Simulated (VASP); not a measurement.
# XPS shifts in Ta3Re7

Aim: how the core levels of Ta3Re7 differ from atom to atom, with and without the screening of the hole.

Program: VASP 6.6.1. Level of theory: PBEsol; plane waves and PAW (Ta_pv, Re), in the first sound run; inputs show where later runs differ. Results are calculated unless marked as measured.

### 1. The structure

The cell holds 20 atoms: 6 Ta and 14 Re. Its edges and angles: a = 5.540 Å, b = 5.540 Å, c = 22.960 Å, α = 90.0°, β = 90.0°, γ = 60.0°. It derives from Re. Ta replaces host atoms (three quarters in the top layer, both faces). Regions: layer 1, 4 atoms (1 Re and 3 Ta); layer 2, 4 atoms (4 Re); layer 3, 4 atoms (4 Re); other layers, 8 atoms (5 Re and 3 Ta). Vacuum lies along c.

### 2. Relaxation

The free atoms are relaxed first inside the given cell, which is kept (ISIF = 0), since core levels depend on the positions.

Input file INCAR:

```
SYSTEM = Ta3Re7
PREC = Normal
ENCUT = 330
EDIFF = 1E-05
NELM = 100
ISMEAR = 0
SIGMA = 0.1
LREAL = Auto
ALGO = Fast
GGA = PS
NBANDS = 102
LASPH = .TRUE.
LWAVE = .FALSE.
LCHARG = .FALSE.
KPAR = 2
NCORE = 4
IBRION = 2
NSW = 50
ISIF = 0
EDIFFG = -0.05
```

Input file POSCAR:

```
Ta3Re7
1.0
    5.5400000000      0.0000000000      0.0000000000
    2.7700000000      4.7977807370      0.0000000000
    0.0000000000      0.0000000000     22.9600000000
Ta Re
6 14
Selective dynamics
Direct
    0.0000000000      0.0000000000      0.6951219510  T T T
    0.5000000000      0.0000000000      0.6951219510  T T T
    0.0000000000      0.5000000000      0.6951219510  T T T
    0.0000000000      0.0000000000      0.3048780490  T T T
    0.5000000000      0.0000000000      0.3048780490  T T T
    0.0000000000      0.5000000000      0.3048780490  T T T
    0.5000000000      0.5000000000      0.6951219510  T T T
    0.8333333330      0.3333333330      0.5975609760  T T T
    0.3333333330      0.3333333330      0.5975609760  T T T
    0.8333333330      0.8333333330      0.5975609760  T T T
    0.3333333330      0.8333333330      0.5975609760  T T T
    0.0000000000      0.0000000000      0.5000000000  F F F
    0.5000000000      0.0000000000      0.5000000000  F F F
    0.0000000000      0.5000000000      0.5000000000  F F F
    0.5000000000      0.5000000000      0.5000000000  F F F
    0.8333333330      0.3333333330      0.4024390240  T T T
    0.3333333330      0.3333333330      0.4024390240  T T T
    0.8333333330      0.8333333330      0.4024390240  T T T
    0.3333333330      0.8333333330      0.4024390240  T T T
    0.5000000000      0.5000000000      0.3048780490  T T T
```

Input file KPOINTS:

```
Automatic mesh
0
Gamma
4 4 1
0 0 0
```

Potentials, in the order of the species: Ta_pv and Re (PBE family, release 64).

Command:

```
$ mpirun -np 8 vasp_std
```

What it wrote:

```text
[banner, memory and clock lines left out]
running    8 mpi-ranks, on    1 nodes
 distrk:  each k-point on    4 cores,    2 groups
 distr:  one band on    4 cores,    1 groups

 POSCAR found type information on POSCAR TaRe
 POSCAR found :  2 types and      20 ions
|                                                                             |
|               ----> ADVICE to this user running VASP <----                  |
|                                                                             |
|     You enforced a specific xc type in the INCAR file but a different       |
|     [... a line on the potential file left out ...]
|     I HOPE YOU KNOW WHAT YOU ARE DOING!                                     |
|                                                                             |

 LDA part: xc-table for (Slater+PW92), standard interpolation
 POSCAR, INCAR and KPOINTS ok, starting setup
 FFT: planning ... GRIDC
 FFT: planning ... GRID_SOFT
 FFT: planning ... GRID
 WAVECAR not read
 entering main loop
       N       E                     dE             d eps       ncg     rms          rms(c)
DAV:   1     0.185625695548E+04    0.18563E+04   -0.55213E+04  1320   0.134E+03
DAV:   2     0.509185448541E+02   -0.18053E+04   -0.16813E+04  1480   0.147E+03
DAV:   3    -0.220173811633E+03   -0.27109E+03   -0.25478E+03  1528   0.473E+02
DAV:   4    -0.252422861158E+03   -0.32249E+02   -0.29040E+02  1312   0.192E+02
DAV:   5    -0.264522183853E+03   -0.12099E+02   -0.11197E+02  1576   0.396E+01    0.120E+02
RMM:   6    -0.253552326344E+03    0.10970E+02   -0.22891E+01  1070   0.328E+01    0.486E+01
RMM:   7    -0.258343978617E+03   -0.47917E+01   -0.36480E+01  1185   0.397E+01    0.185E+01
RMM:   8    -0.251755941758E+03    0.65880E+01   -0.88049E+00  1037   0.253E+01    0.745E+00
RMM:   9    -0.250866212179E+03    0.88973E+00   -0.57882E+00  1160   0.118E+01    0.392E+00
RMM:  10    -0.250718385072E+03    0.14783E+00   -0.23340E+00  1206   0.631E+00    0.176E+00
RMM:  11    -0.250825442106E+03   -0.10706E+00   -0.11843E+00  1329   0.264E+00    0.194E+00
RMM:  12    -0.250894930661E+03   -0.69489E-01   -0.66665E-01  1312   0.179E+00    0.165E+00
RMM:  13    -0.250931243223E+03   -0.36313E-01   -0.45624E-01  1313   0.139E+00    0.742E-01
RMM:  14    -0.250959132458E+03   -0.27889E-01   -0.31433E-01  1318   0.103E+00    0.298E-01
RMM:  15    -0.250981125037E+03   -0.21993E-01   -0.22232E-01  1348   0.590E-01    0.217E-01
RMM:  16    -0.250995463366E+03   -0.14338E-01   -0.14683E-01  1309   0.558E-01    0.170E-01
RMM:  17    -0.251005394754E+03   -0.99314E-02   -0.10074E-01  1243   0.401E-01    0.644E-02
RMM:  18    -0.251012789606E+03   -0.73949E-02   -0.73804E-02  1239   0.314E-01    0.731E-02
RMM:  19    -0.251018009440E+03   -0.52198E-02   -0.52064E-02  1228   0.300E-01    0.395E-02
RMM:  20    -0.251021963007E+03   -0.39536E-02   -0.38726E-02  1183   0.201E-01    0.360E-02
RMM:  21    -0.251024817135E+03   -0.28541E-02   -0.27667E-02  1100   0.187E-01    0.167E-02
RMM:  22    -0.251027009527E+03   -0.21924E-02   -0.20714E-02   946   0.162E-01    0.413E-02
RMM:  23    -0.251028640340E+03   -0.16308E-02   -0.15184E-02   930   0.150E-01    0.410E-02
RMM:  24    -0.251029867827E+03   -0.12275E-02   -0.11513E-02   901   0.161E-01    0.539E-02
RMM:  25    -0.251030790119E+03   -0.92229E-03   -0.85181E-03   893   0.152E-01    0.469E-02
RMM:  26    -0.251031478099E+03   -0.68798E-03   -0.66003E-03   855   0.139E-01    0.466E-02
RMM:  27    -0.251032000494E+03   -0.52240E-03   -0.48795E-03   848   0.132E-01    0.259E-02
RMM:  28    -0.251032398325E+03   -0.39783E-03   -0.38488E-03   851   0.136E-01    0.128E-02
RMM:  29    -0.251032692677E+03   -0.29435E-03   -0.28628E-03   818   0.119E-01    0.166E-02
RMM:  30    -0.251032925676E+03   -0.23300E-03   -0.22534E-03   787   0.116E-01    0.674E-03
RMM:  31    -0.251033098896E+03   -0.17322E-03   -0.17021E-03   766   0.109E-01    0.996E-03
RMM:  32    -0.251033234524E+03   -0.13563E-03   -0.13432E-03   750   0.114E-01    0.843E-03
RMM:  33    -0.251033336767E+03   -0.10224E-03   -0.10217E-03   738   0.117E-01    0.116E-02
RMM:  34    -0.251033417986E+03   -0.81220E-04   -0.79979E-04   720   0.110E-01    0.797E-03
RMM:  35    -0.251033482720E+03   -0.64733E-04   -0.62445E-04   684   0.106E-01    0.102E-02
RMM:  36    -0.251033531925E+03   -0.49205E-04   -0.49238E-04   686   0.110E-01    0.939E-03
RMM:  37    -0.251033570458E+03   -0.38533E-04   -0.37871E-04   677   0.104E-01    0.812E-03
RMM:  38    -0.251033601313E+03   -0.30854E-04   -0.30403E-04   672   0.107E-01    0.106E-02
RMM:  39    -0.251033626000E+03   -0.24687E-04   -0.23278E-04   635   0.975E-02    0.841E-03
RMM:  40    -0.251033644354E+03   -0.18354E-04   -0.17958E-04   627   0.101E-01    0.140E-02
RMM:  41    -0.251033659865E+03   -0.15511E-04   -0.14783E-04   636   0.111E-01    0.110E-02
RMM:  42    -0.251033672637E+03   -0.12773E-04   -0.12390E-04   652   0.110E-01    0.133E-02
RMM:  43    -0.251033682825E+03   -0.10187E-04   -0.90979E-05   619   0.943E-02    0.164E-02
RMM:  44    -0.251033689468E+03   -0.66434E-05   -0.65164E-05   591   0.958E-02
   1 F= -.25103369E+03 E0= -.25094533E+03  d E =-.251034E+03
 curvature:   0.00 expect dE= 0.000E+00 dE for cont linesearch  0.000E+00
 trial: gam= 0.00000 g(F)=  0.187E+01 g(S)=  0.000E+00 ort = 0.000E+00 (trialstep = 0.100E+01)
 search vector abs. value=  0.187E+01
 bond charge predicted
       N       E                     dE             d eps       ncg     rms          rms(c)
DAV:   1    -0.249795943442E+03    0.12377E+01   -0.34502E+02  1160   0.737E+01    0.696E+00
RMM:   2    -0.250780113531E+03   -0.98417E+00   -0.11667E+01   912   0.505E+01    0.131E+01
RMM:   3    -0.251770037561E+03   -0.98992E+00   -0.12436E+01  1193   0.139E+01    0.913E+00
RMM:   4    -0.252163811133E+03   -0.39377E+00   -0.24303E+00  1172   0.670E+00    0.844E+00
RMM:   5    -0.251834355273E+03    0.32946E+00   -0.54545E-01  1165   0.380E+00    0.641E+00
RMM:   6    -0.251849678711E+03   -0.15323E-01   -0.27549E-01  1293   0.139E+00    0.561E+00
RMM:   7    -0.251833797671E+03    0.15881E-01   -0.28478E-01  1176   0.354E+00    0.199E+00
RMM:   8    -0.251827985086E+03    0.58126E-02   -0.92622E-02  1166   0.124E+00    0.131E+00
RMM:   9    -0.251826661397E+03    0.13237E-02   -0.56590E-02  1161   0.828E-01    0.120E+00
RMM:  10    -0.251826337718E+03    0.32368E-03   -0.30490E-02  1212   0.583E-01    0.562E-01
RMM:  11    -0.251827454274E+03   -0.11166E-02   -0.23462E-02  1298   0.290E-01    0.371E-01
RMM:  12    -0.251827448798E+03    0.54760E-05   -0.11663E-02  1246   0.254E-01    0.259E-01
RMM:  13    -0.251828043997E+03   -0.59520E-03   -0.91855E-03  1221   0.193E-01    0.188E-01
RMM:  14    -0.251828283694E+03   -0.23970E-03   -0.57023E-03  1217   0.229E-01    0.546E-02
RMM:  15    -0.251828698271E+03   -0.41458E-03   -0.41951E-03  1096   0.111E-01    0.267E-02
RMM:  16    -0.251828931165E+03   -0.23289E-03   -0.23809E-03   990   0.883E-02    0.255E-02
RMM:  17    -0.251829117853E+03   -0.18669E-03   -0.18594E-03   934   0.964E-02    0.352E-02
RMM:  18    -0.251829236881E+03   -0.11903E-03   -0.11910E-03   808   0.957E-02    0.445E-02
RMM:  19    -0.251829330709E+03   -0.93828E-04   -0.91195E-04   776   0.107E-01    0.331E-02
RMM:  20    -0.251829396569E+03   -0.65860E-04   -0.64299E-04   802   0.125E-01    0.355E-02
RMM:  21    -0.251829443336E+03   -0.46767E-04   -0.48135E-04   733   0.106E-01    0.232E-02
RMM:  22    -0.251829475166E+03   -0.31830E-04   -0.33242E-04   690   0.102E-01    0.246E-02
RMM:  23    -0.251829494470E+03   -0.19304E-04   -0.23077E-04   634   0.117E-01    0.310E-02
RMM:  24    -0.251829512392E+03   -0.17922E-04   -0.17375E-04   675   0.133E-01    0.225E-02
RMM:  25    -0.251829529027E+03   -0.16635E-04   -0.15133E-04   685   0.131E-01    0.502E-02
RMM:  26    -0.251829541798E+03   -0.12771E-04   -0.11500E-04   649   0.111E-01    0.308E-02
RMM:  27    -0.251829550350E+03   -0.85519E-05   -0.88887E-05   632   0.111E-01
   2 F= -.25182955E+03 E0= -.25174980E+03  d E =-.795861E+00
[... from here on, the cycles between the ionic steps are left out ...]
   3 F= -.25184584E+03 E0= -.25176518E+03  d E =-.812154E+00
   4 F= -.25187676E+03 E0= -.25179899E+03  d E =-.309153E-01
   5 F= -.25189048E+03 E0= -.25181522E+03  d E =-.446409E-01
   6 F= -.25189187E+03 E0= -.25181748E+03  d E =-.460230E-01
   7 F= -.25189554E+03 E0= -.25182178E+03  d E =-.367126E-02
   8 F= -.25189556E+03 E0= -.25182176E+03  d E =-.369738E-02
   9 F= -.25189557E+03 E0= -.25182195E+03  d E =-.370441E-02
  10 F= -.25189557E+03 E0= -.25182183E+03  d E =-.370700E-02
 curvature:  -0.11 expect dE=-0.169E-03 dE for cont linesearch -0.201E-05
 ZBRENT: accuracy reached
 trial: gam= 0.23369 g(F)=  0.160E-02 g(S)=  0.000E+00 ort = 0.366E-03 (trialstep = 0.122E+01)
 search vector abs. value=  0.216E-02
 bond charge predicted
       N       E                     dE             d eps       ncg     rms          rms(c)
DAV:   1    -0.251894313370E+03    0.12595E-02   -0.54197E-01  1224   0.273E+00    0.160E-01
RMM:   2    -0.251895233084E+03   -0.91971E-03   -0.94816E-03   901   0.179E+00    0.243E-01
RMM:   3    -0.251896503518E+03   -0.12704E-02   -0.15168E-02  1194   0.463E-01    0.176E-01
RMM:   4    -0.251896789456E+03   -0.28594E-03   -0.32318E-03  1189   0.203E-01    0.163E-01
RMM:   5    -0.251896722457E+03    0.66999E-04   -0.74289E-04  1093   0.102E-01    0.126E-01
RMM:   6    -0.251896709697E+03    0.12759E-04   -0.44589E-04   998   0.862E-02    0.946E-02
RMM:   7    -0.251896706121E+03    0.35762E-05   -0.22060E-04   857   0.783E-02    0.650E-02
RMM:   8    -0.251896732080E+03   -0.25959E-04   -0.18468E-04   804   0.793E-02    0.405E-02
RMM:   9    -0.251896735193E+03   -0.31125E-05   -0.62957E-05   651   0.775E-02
  11 F= -.25189674E+03 E0= -.25182359E+03  d E =-.116208E-02
 trial-energy change:   -0.001162  1 .order   -0.001084   -0.002059   -0.000109
 step:   1.2767(harm=  1.2904)  dis= 0.00757  next Energy=  -251.896738 (dE=-0.116E-02)
 reached required accuracy - stopping structural energy minimisation
```

Wall time 4.4 min (8 MPI ranks of Intel Xeon Platinum 8259CL at 2.50GHz (Skylake/Cascade Lake), shared host); peak memory 1.6 GiB.

The logs omit lines about the potential files and the build; timing stands in the text.

(Part 1 of 5 ends here.)

[Lines on the potential files, build, host, timing and source positions are cut from VASP's logs without a mark.]

[Logs are printed without paths, hosts, clocks, repeated set-up lines and the standing remarks that a program may print on its own settings, such as how far it seeks lower states.]

[Hosts, paths, dates, database ids (printed as entryN), source tags and the programs' standing remarks are cut or masked in the printed files.]
